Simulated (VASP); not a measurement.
A VASP calculation is set up with these files.

File POSCAR:
```
AlGa3Sb4
1
   -0.0003660316     6.1257757990     6.1185307697
    6.1257757990    -0.0003660316     6.1185307697
    3.0627048836     3.0627048836     0.0000000000
Ga Sb Al
3 4 1
Direct
  0.9999432654   0.9999432654   0.0001134692
  0.9998843084   0.5001800394   0.9999356522
  0.5001800394   0.9998843084   0.9999356522
  0.1249716424   0.1249716424   0.2500567153
  0.1237205395   0.6253750863   0.2509043740
  0.6253750863   0.1237205395   0.2509043740
  0.6257624134   0.6257624134   0.2484751733
  0.5001627051   0.5001627051   0.9996745898
```

**INCAR**
```
! general
SYSTEM  = AlGa3Sb4
PREC    = Accurate
ENCUT   = 400
LREAL   = .False.
LASPH   = .True.

! electronic loop
EDIFF   = 1E-7
NELM    = 100
ALGO    = Normal
LMAXMIX = 4

! smearing
ISMEAR  = -5

! functional
GGA     = PS

! ions
ISIF    = 2

! output
LWAVE   = .False.
LCHARG  = .True.
LORBIT  = 11
NEDOS   = 601

! other
LEFG    = .True.
```

**KPOINTS**
```
Automatic
0
G
 4 4 7
```

POTCAR, in this order: Ga_d Sb Al (PBE.64 set). Program: vasp_std.

Q: Write an equivalent input for Quantum ESPRESSO's pw.x.

A: One equivalent input (not run):
```
&CONTROL
  calculation = 'scf'
  pseudo_dir = './pseudo'
  outdir = './out'
  tprnfor = .true.
  tstress = .true.
/
&SYSTEM
  ibrav = 0
  nat = 8
  ntyp = 3
  ecutwfc = 80
  occupations = 'tetrahedra'
  input_dft = 'pbesol'
/
&ELECTRONS
  conv_thr = 7.3e-09
  electron_maxstep = 100
/
ATOMIC_SPECIES
  Ga 69.723 Ga.upf
  Sb 121.760 Sb.upf
  Al 26.982 Al.upf
CELL_PARAMETERS angstrom
    -0.0003660    6.1257758    6.1185308
     6.1257758   -0.0003660    6.1185308
     3.0627049    3.0627049    0.0000000
ATOMIC_POSITIONS crystal
  Ga   0.9999433  0.9999433  0.0001135
  Ga   0.9998843  0.5001800  0.9999357
  Ga   0.5001800  0.9998843  0.9999357
  Sb   0.1249716  0.1249716  0.2500567
  Sb   0.1237205  0.6253751  0.2509044
  Sb   0.6253751  0.1237205  0.2509044
  Sb   0.6257624  0.6257624  0.2484752
  Al   0.5001627  0.5001627  0.9996746
K_POINTS automatic
  4 4 7 0 0 0
```
What does not carry over: the potentials are each code's own (VASP's PAW set, PseudoDojo norm-conserving files in pw.x), so ENCUT and ecutwfc are chosen apart and not converted; conv_thr bounds pw.x's estimated SCF error, while EDIFF bounds the energy change between steps; the field gradients of LEFG aren't asked of the other code.

The structure was generated: AlGa3Sb4 was put into an ordered model structure (Amm2), which need not be its known phase. It was relaxed first.
